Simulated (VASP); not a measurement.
```yaml
crystal:
  lattice:
    - [0.00000, 2.88055, 2.88055]
    - [2.88055, 0.00000, 2.88055]
    - [2.88055, 2.88055, 0.00000]
  atoms:
    - { symbol: Ga, position: [0.00000, 0.00000, 0.00000] }
    - { symbol: As, position: [0.25000, 0.25000, 0.25000] }
```

The numbers are results of HSE06 screened hybrid (exact exchange on a k-mesh reduced by 2x2x2), VASP's PBE PAW potentials (set 64) (plane waves; VASP 6.6.1), not measurements. Run with PREC = Normal, EDIFF = 1E-5, 400 eV cut-off, 8×8×8 Γ-centred mesh, Gaussian smearing of 0.050 eV, potentials Ga As.

Exact exchange is summed on a reduced mesh (NKRED).

What does the run give for the energy per atom (σ→0), band gap (on the k-mesh) with the smallest direct gap where there is one?

| Item | Result |
|---|---|
| band gap (on the k-mesh) | 1.03 eV |
| smallest direct gap (on the k-mesh) | 1.03 eV |
| energy per atom (σ→0) | -4.956 eV/atom |

Only differences to runs with the same potentials and settings are physical.

The compound is GaAs in the zinc blende structure. It was relaxed first, which changed the volume by +6 %. The cell's shape comes from a PBE relaxation.
